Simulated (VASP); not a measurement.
Energy against volume of ZnSe (zinc blende). Calculation: PBE GGA with D3 dispersion (Becke-Johnson damping), VASP's PBE PAW potentials (set 64) (plane waves; VASP 6.6.1). Run with 520 eV cut-off, 8×8×8 Γ-centred mesh, Gaussian smearing of 0.050 eV, potentials Zn Se.

```csv
V (Å³/atom),E (eV/atom)
21.314,-3.31382
21.994,-3.32786
22.675,-3.33236
23.355,-3.32876
```

Task: Fit these four points and predict the energy of the run at 24.035 Å³/atom.

Result: A cubic in V^(−2/3), the third-order Birch-Murnaghan form, passes through the four points with V0 = 22.69 Å³/atom and B0 = 63 GPa, and gives -3.3183 eV/atom there. The run gave -3.3183 eV/atom, +0.0 meV/atom from the fit; all five points give B0 = 63 GPa.

The compound is ZnSe in the zinc blende structure. It was relaxed first.
